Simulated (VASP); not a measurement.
Runs of VASP 6.6.1 on CdRh3. It takes space group Fm-3m (No. 225, cubic). The conventional cell has a = 6.246 Å, b = 6.246 Å, c = 6.246 Å, α = 90.00°, β = 90.00°, γ = 90.00°. Cd (site symmetry m-3m) is surrounded by 8 Rh at 2.70 Å. Rh (site symmetry -43m) has 4 Cd at 2.70 Å and 4 Rh at 2.70 Å as nearest neighbours. Rh (site symmetry m-3m) has 8 Rh at 2.70 Å as nearest neighbours. The cell was built by a generator and needn't be a form met in nature.

```csv
task,level,spin,U,fixed moment (μB),cell,smearing,gap on the mesh (eV),pressure (GPa)
single point,rev-vdW-DF2+U,off,Rh d U = 4 eV,-,as given,methfessel-paxton 0.2 eV,none,-3.2
relaxation of the atoms,PBEsol,off,-,-,atoms relaxed,methfessel-paxton 0.1 eV,none,-4.1
single point,PBEsol+D4,off,-,-,as given,methfessel-paxton 0.2 eV,none,(a)
hyperfine couplings,optB86b-vdW,"collinear, antiferromagnetic start",-,0,as given,tetrahedron,-,0.0
```

Alike in all rows: potentials or basis VASP PAW PBE potentials, release 64 (Cd, Rh_pv); k mesh 7 × 7 × 7; cutoff (eV) 520.

Problem. Fill in the values left out.

Solution. (a) -8.2.

Caveats: the PAW data sets were made with another functional, which shifts forces and pressure a little; U without spin polarisation on a metal has little footing (some runs); the U is typed as a test and isn't derived for this compound (some runs); the relaxation stopped at its first step, so nothing moved (some runs); pairwise dispersion overbinds metals, which lowers pressure and volume (some runs); the total moment is fixed, so each spin has its own Fermi level (some runs).

A k mesh can miss the band edges, and the runs leave out spin-orbit coupling on Cd, Rh.

A gap of «none» marks a metal or a gap under the smearing width.

Runs at the PBE level aren't shown here.
